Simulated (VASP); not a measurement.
# B12Ru (Pm-3m) in VASP: a series of runs, part 3 of 3

VASP 6.6.1. The steps go on from the part before.

### 5 Single point, PBE (random cell by space group and Wyckoff sites (Pm-3m, No. 221))

File INCAR:

```
PREC     = Accurate       # precision mode
ENCUT    = 520            # plane-wave cutoff, eV
EDIFF    = 1E-7           # SCF threshold, eV
ISMEAR   = 0              # smearing method
SIGMA    = 0.1            # smearing width, eV
LREAL    = F              # projectors in reciprocal space
LASPH    = T              # aspherical terms in the spheres
NELM     = 100            # most SCF steps
ALGO     = Normal         # electronic algorithm
ISIF     = 2              # what is computed and relaxed
LWAVE    = F              # write WAVECAR
LCHARG   = F              # write CHGCAR
GGA      = PE             # functional
NBANDS   = 37             # bands
```

File KPOINTS:

```
regular mesh
0
Gamma
  4 4 4
```

File POSCAR:

```
B12Ru
1.0
    4.4897323526      0.0000000000      0.0000000000
    0.0000000000      4.4897323526      0.0000000000
    0.0000000000      0.0000000000      4.4897323526
B Ru
12 1
Direct
    0.5000000000      0.7917173859      0.7917173859
    0.5000000000      0.2082826141      0.7917173859
    0.5000000000      0.7917173859      0.2082826141
    0.5000000000      0.2082826141      0.2082826141
    0.7917173859      0.5000000000      0.7917173859
    0.7917173859      0.5000000000      0.2082826141
    0.2082826141      0.5000000000      0.7917173859
    0.2082826141      0.5000000000      0.2082826141
    0.7917173859      0.7917173859      0.5000000000
    0.2082826141      0.7917173859      0.5000000000
    0.7917173859      0.2082826141      0.5000000000
    0.2082826141      0.2082826141      0.5000000000
    0.0000000000      0.0000000000      0.0000000000
```

Potentials or basis: VASP PAW PBE potentials, release 64 (B, Ru_pv).

On the command line:

```console
cat potpaw_PBE.64/B/POTCAR potpaw_PBE.64/Ru_pv/POTCAR > POTCAR
mpirun -np 1 vasp_std > vasp.out
```

OUTCAR:

```text
PREC = Accurate
   ENCUT = 520
   EDIFF = 1E-7
   ISMEAR = 0
   LREAL = F
   LASPH = T
   NELM = 100
   ISIF = 2
   GGA = PE

 ion  position               nearest neighbor table
   1  0.500  0.792  0.792-   5 1.85   7 1.85   9 1.85  10 1.85   2 1.87   3 1.87  13 2.61  13 2.61

   2  0.500  0.208  0.792-   5 1.85   7 1.85  11 1.85  12 1.85   1 1.87   4 1.87  13 2.61  13 2.61

   3  0.500  0.792  0.208-   6 1.85   8 1.85   9 1.85  10 1.85   1 1.87   4 1.87  13 2.61  13 2.61
[... 17 lines left out ...]
  12  0.208  0.208  0.500-   2 1.85   4 1.85   7 1.85   8 1.85  10 1.87  11 1.87  13 2.61  13 2.61

  13  0.000  0.000  0.000-   1 2.61   2 2.61   3 2.61   4 2.61   5 2.61   6 2.61   7 2.61   8 2.61
                             9 2.61  10 2.61  11 2.61  12 2.61   9 2.61  10 2.61  11 2.61  12 2.61

  LATTYP: Found a simple cubic cell.
 ALAT       =     4.4897323526

  Lattice vectors:

 A1 = (   4.4897323526,   0.0000000000,   0.0000000000)
 A2 = (   0.0000000000,   4.4897323526,   0.0000000000)
 A3 = (   0.0000000000,   0.0000000000,   4.4897323526)

Analysis of symmetry for initial positions (statically):
=====================================================================
 Subroutine PRICEL returns:
 Original cell was already a primitive cell.

 Routine SETGRP: Setting up the symmetry group for a
 simple cubic supercell.

 Subroutine GETGRP returns: Found 48 space group operations
 (whereof 48 operations were pure point group operations)
 out of a pool of 48 trial point group operations.

The static configuration has the point symmetry O_h .

Analysis of symmetry for dynamics (positions and initial velocities):
=====================================================================
 Subroutine PRICEL returns:
 Original cell was already a primitive cell.

 Routine SETGRP: Setting up the symmetry group for a
 simple cubic supercell.

 Subroutine GETGRP returns: Found 48 space group operations
[... 143 lines left out ...]
  energy-cutoff  :      520.00
  volume of cell :       90.50
 maximum number of plane-waves:      2469
 NGX is ok and might be reduce to    36
   NGX = 17   NGY = 17   NGZ = 17

 number of electron      49.9999992 magnetization

 Free energy of the ion-electron system (eV)
  ---------------------------------------------------
  ext. energy  EPLUGINS =         0.00000000
  ---------------------------------------------------
  free energy    TOTEN  =       -77.68519908 eV

  energy without entropy =      -77.64520525  energy(sigma->0) =      -77.66520217

 E-fermi :   9.0644     XC(G=0): -12.7489

 val. band max:        9.0008626398   @ k =   0.5000   0.2500   0.2500
 cond. band min:       9.0908626030   @ k =   0.5000   0.2500   0.0000
 fundamental gap:      0.0899999632
 Fermi energy:         9.0644251950

 k-point     1 :       0.0000    0.0000    0.0000
  band No.  band energies     occupation
      1     -33.2073      2.00000
      2     -33.2073      2.00000
      3     -33.2073      2.00000
      4      -7.4474      2.00000
      5      -2.1444      2.00000
      6      -2.1444      2.00000
[... 389 lines left out ...]
     36      15.3888      0.00000
     37      15.4366      0.00000

------------------------ aborting loop because EDIFF is reached ----------------------------------------

  FORCE on cell =-STRESS in cart. coord.  units (eV):
  Direction    XX          YY          ZZ          XY          YZ          ZX
  --------------------------------------------------------------------------------------
  -------------------------------------------------------------------------------------
  Total        0.0839756      0.0839756      0.0839756      0.0000000      0.0000000      0.0000000
  in kB        1.4866288      1.4866288      1.4866288      0.0000000      0.0000000      0.0000000
  external PRESSURE =       1.4866288 kB  Pullay stress =       0.0000000 kB

 VOLUME and BASIS-vectors are now :
 -----------------------------------------------------------------------------
  energy-cutoff  :      520.00
  volume of cell :       90.50
      direct lattice vectors                 reciprocal lattice vectors
     4.489732353  0.000000000  0.000000000     0.222730426  0.000000000  0.000000000
     0.000000000  4.489732353  0.000000000     0.000000000  0.222730426  0.000000000
     0.000000000  0.000000000  4.489732353     0.000000000  0.000000000  0.222730426

 POSITION                                       TOTAL-FORCE (eV/Angst)
 -----------------------------------------------------------------------------------
      2.24487      3.55460      3.55460         0.000000     -0.008328     -0.008328
      2.24487      0.93513      3.55460        -0.000000      0.008328     -0.008328
      2.24487      3.55460      0.93513         0.000000     -0.008328      0.008328
      2.24487      0.93513      0.93513        -0.000000      0.008328      0.008328
      3.55460      2.24487      3.55460        -0.008328      0.000000     -0.008328
      3.55460      2.24487      0.93513        -0.008328     -0.000000      0.008328
      0.93513      2.24487      3.55460         0.008328      0.000000     -0.008328
      0.93513      2.24487      0.93513         0.008328     -0.000000      0.008328
      3.55460      3.55460      2.24487        -0.008328     -0.008328      0.000000
      0.93513      3.55460      2.24487         0.008328     -0.008328      0.000000
      3.55460      0.93513      2.24487        -0.008328      0.008328      0.000000
      0.93513      0.93513      2.24487         0.008328      0.008328      0.000000
      0.00000      0.00000      0.00000         0.000000      0.000000      0.000000
 -----------------------------------------------------------------------------------
    total drift:                               -0.000000      0.000000     -0.000000

  FREE ENERGIE OF THE ION-ELECTRON SYSTEM (eV)
  ---------------------------------------------------
  free  energy   TOTEN  =       -77.6851990841 eV

  energy  without entropy=      -77.6452052523  energy(sigma->0) =      -77.66520217
```

OSZICAR:

```text
N       E                     dE             d eps       ncg     rms          rms(c)
DAV:   1     0.233281408734E+03    0.23328E+03   -0.24544E+04   756   0.128E+03
DAV:   2    -0.692482279592E+02   -0.30253E+03   -0.28681E+03   848   0.305E+02
DAV:   3    -0.853233165188E+02   -0.16075E+02   -0.15085E+02   976   0.597E+01
DAV:   4    -0.856574010615E+02   -0.33408E+00   -0.33123E+00   904   0.767E+00
DAV:   5    -0.856636863979E+02   -0.62853E-02   -0.62794E-02   934   0.101E+00    0.255E+01
DAV:   6    -0.103422044844E+03   -0.17758E+02   -0.13984E+02   800   0.538E+01    0.746E+01
DAV:   7    -0.830178735189E+02    0.20404E+02   -0.29348E+01   788   0.497E+01    0.228E+01
DAV:   8    -0.777907615241E+02    0.52271E+01   -0.21113E+01   850   0.324E+01    0.551E+00
DAV:   9    -0.777792388205E+02    0.11523E-01   -0.28873E+00   796   0.792E+00    0.249E+00
DAV:  10    -0.777001546398E+02    0.79084E-01   -0.10583E-01   902   0.203E+00    0.915E-01
DAV:  11    -0.776853700200E+02    0.14785E-01   -0.45945E-02   906   0.121E+00    0.270E-01
DAV:  12    -0.776854274172E+02   -0.57397E-04   -0.30939E-03   851   0.326E-01    0.148E-01
DAV:  13    -0.776852495950E+02    0.17782E-03   -0.97097E-04   866   0.199E-01    0.597E-02
DAV:  14    -0.776851985688E+02    0.51026E-04   -0.13116E-04   905   0.744E-02    0.464E-03
DAV:  15    -0.776851997675E+02   -0.11987E-05   -0.45057E-06   947   0.104E-02    0.841E-03
DAV:  16    -0.776851990285E+02    0.73905E-06   -0.19806E-06   858   0.916E-03    0.610E-04
DAV:  17    -0.776851990841E+02   -0.55583E-07   -0.95591E-08   531   0.158E-03
   1 F= -.77685199E+02 E0= -.77665202E+02  d E =-.399938E-01
```

Run time: 28 s. Hardware: 1 thread of Intel Xeon Platinum 8488C (Sapphire Rapids), shared host; peak memory 0.21 GiB.

Results:

```yaml
Free_energy: -77.6852 eV
Pressure: 0.1 GPa
Largest_force: 0.012 eV/Å
Band_gap_on_the_k_mesh: none (metal or under the smearing width)
```

Forces in eV/Å, atoms in the order of the input:
```
B    0.000 -0.008 -0.008
B    0.000  0.008 -0.008
B    0.000 -0.008  0.008
B    0.000  0.008  0.008
B   -0.008  0.000 -0.008
B   -0.008  0.000  0.008
B    0.008  0.000 -0.008
B    0.008  0.000  0.008
B   -0.008 -0.008  0.000
B    0.008 -0.008  0.000
B   -0.008  0.008  0.000
B    0.008  0.008  0.000
Ru   0.000  0.000  0.000
```

Levels at points of the mesh, in eV from the Fermi level:
| k point | band 23 | band 24 | band 25 | band 26 | band 27 | band 28 |
| --- | --- | --- | --- | --- | --- | --- |
| (0.00, 0.00, 0.00) | -0.46 | -0.46 | -0.46 | 0.67 | 0.67 | 3.33 |
| (0.50, 0.00, 0.00) | -0.17 | -0.17 | -0.12 | 0.19 | 0.77 | 1.44 |
| (0.50, 0.50, 0.00) | -0.48 | -0.08 | -0.08 | 0.32 | 0.73 | 0.73 |
| (0.50, 0.50, 0.50) | -2.02 | -2.02 | -2.02 | -0.51 | -0.51 | 1.16 |

### 6 Relaxation of cell and atoms, PBE (random cell by space group and Wyckoff sites (Pm-3m, No. 221))

File INCAR:

```
SYSTEM = B12Ru
ALGO = Normal
EDIFF = 1E-6
EDIFFG = -0.04
ENCUT = 600
GGA = PE
IBRION = 2
ISIF = 3
ISMEAR = 0
LASPH = .True.
LCHARG = .False.
LREAL = .False.
LWAVE = .False.
NELM = 100
NSW = 90
PREC = Accurate
SIGMA = 0.1
```

File KPOINTS:

```
k-points
0
Gamma
  4 4 4
  0 0 0
```

File POSCAR:

```
B12Ru
1.0
    4.5841697200      0.0000000000      0.0000000000
    0.0000000000      4.5841697200      0.0000000000
    0.0000000000      0.0000000000      4.5841697200
B Ru
12 1
Direct
    0.5000000000      0.8576126400      0.8576126400
    0.5000000000      0.1423873600      0.8576126400
    0.5000000000      0.8576126400      0.1423873600
    0.5000000000      0.1423873600      0.1423873600
    0.8576126400      0.5000000000      0.8576126400
    0.8576126400      0.5000000000      0.1423873600
    0.1423873600      0.5000000000      0.8576126400
    0.1423873600      0.5000000000      0.1423873600
    0.8576126400      0.8576126400      0.5000000000
    0.1423873600      0.8576126400      0.5000000000
    0.8576126400      0.1423873600      0.5000000000
    0.1423873600      0.1423873600      0.5000000000
    0.0000000000      0.0000000000      0.0000000000
```

Potentials or basis: VASP PAW PBE potentials, release 64 (B, Ru_pv).

On the command line:

```console
cat potpaw_PBE.64/B/POTCAR potpaw_PBE.64/Ru_pv/POTCAR > POTCAR
mpirun -np 1 vasp_std > vasp.out
```

Wall time 7.7 min (1 thread of Intel Xeon Platinum 8488C (Sapphire Rapids), shared host); peak memory 0.26 GiB.

Results (log left out):

- Free energy: -77.7026 eV
- Relaxed volume: 6.96 Å³/atom
- Relaxed cell: a = 4.489 Å, b = 4.489 Å, c = 4.489 Å, α = 90.00°, β = 90.00°, γ = 90.00°
- Space group after relaxing (to 0.05 Å): Pm-3m (No. 221)
- Energy gained by relaxing: 2517.0 meV/atom
- Ionic steps: 15
- Pressure after relaxing: 0.2 GPa
- Largest force after relaxing: 0.004 eV/Å
- Band gap on the k mesh: none (metal or under the smearing width)

Forces on the atoms (eV/Å):
```
B    0.000  0.003  0.003
B    0.000 -0.003  0.003
B    0.000  0.003 -0.003
B    0.000 -0.003 -0.003
B    0.003  0.000  0.003
B    0.003  0.000 -0.003
B   -0.003  0.000  0.003
B   -0.003  0.000 -0.003
B    0.003  0.003  0.000
B   -0.003  0.003  0.000
B    0.003 -0.003  0.000
B   -0.003 -0.003  0.000
Ru   0.000  0.000  0.000
```

Step by step:
```csv
step,energy change (eV),largest force (eV/Å),pressure (GPa),volume (Å³)
1,0.0000,19.6420,129.23,96.33
2,-18.8056,0.7399,-14.06,206.01
3,-18.8864,0.8651,-15.18,202.67
4,-18.9524,0.9857,-16.53,199.64
5,-22.9103,0.7316,-41.85,141.78
6,-28.4864,0.1813,-36.78,117.60
7,-29.0373,2.3598,-15.31,106.61
8,-29.4174,1.0860,-28.13,111.56
9,-29.4372,1.3308,-26.00,110.54
10,-32.2288,0.9265,-8.59,94.39
11,-32.5019,0.5066,8.71,87.52
12,-32.5191,0.5266,5.06,88.70
13,-32.6976,0.2427,1.66,89.90
14,-32.7189,0.0613,0.57,90.32
15,-32.7205,0.0040,0.18,90.48
```

Final structure:
```
CELL_PARAMETERS angstrom
4.48929 0.00000 0.00000
0.00000 4.48929 0.00000
0.00000 0.00000 4.48929
ATOMIC_POSITIONS crystal
B 0.50000 0.79158 0.79158
B 0.50000 0.20842 0.79158
B 0.50000 0.79158 0.20842
B 0.50000 0.20842 0.20842
B 0.79158 0.50000 0.79158
B 0.79158 0.50000 0.20842
B 0.20842 0.50000 0.79158
B 0.20842 0.50000 0.20842
B 0.79158 0.79158 0.50000
B 0.20842 0.79158 0.50000
B 0.79158 0.20842 0.50000
B 0.20842 0.20842 0.50000
Ru 0.00000 0.00000 0.00000
```

Levels at points of the mesh, in eV from the Fermi level:
| k point | band 23 | band 24 | band 25 | band 26 | band 27 | band 28 |
| --- | --- | --- | --- | --- | --- | --- |
| (0.00, 0.00, 0.00) | -0.46 | -0.46 | -0.46 | 0.67 | 0.67 | 3.34 |
| (0.50, 0.00, 0.00) | -0.16 | -0.16 | -0.13 | 0.19 | 0.76 | 1.45 |
| (0.50, 0.50, 0.00) | -0.48 | -0.08 | -0.08 | 0.32 | 0.73 | 0.73 |
| (0.50, 0.50, 0.50) | -2.02 | -2.02 | -2.02 | -0.52 | -0.52 | 1.17 |

### 7 The runs side by side

| task | cell | k mesh | cutoff (eV) | gap on the mesh (eV) | pressure (GPa) | relaxed volume (Å³/atom) | largest force (eV/Å) |
| --- | --- | --- | --- | --- | --- | --- | --- |
| single point | random cell by space group and Wyckoff sites (Pm-3m, No. 221) | 8 × 8 × 8 | 520 | none | 0.0 | - | 0.01 |
| relaxation of cell and atoms | relaxed from: random cell by space group and Wyckoff sites (Pm-3m, No. 221) | 8 × 8 × 8 | 600 | none | 0.0 | 6.95 | - |
| single point | as given | 8 × 8 × 8 | 520 | none | 0.0 | - | 0.01 |
| single point | random cell by space group and Wyckoff sites (Pm-3m, No. 221) | 4 × 4 × 4 | 520 | none | 0.1 | - | 0.01 |
| relaxation of cell and atoms | relaxed from: random cell by space group and Wyckoff sites (Pm-3m, No. 221) | 4 × 4 × 4 | 600 | none | 0.2 | 6.96 | - |

Alike in all rows: level PBE; potentials or basis VASP PAW PBE potentials, release 64 (B, Ru_pv); no spin polarisation; smearing gaussian 0.1 eV.

Absolute energies hang on the potentials; compare differences alone.
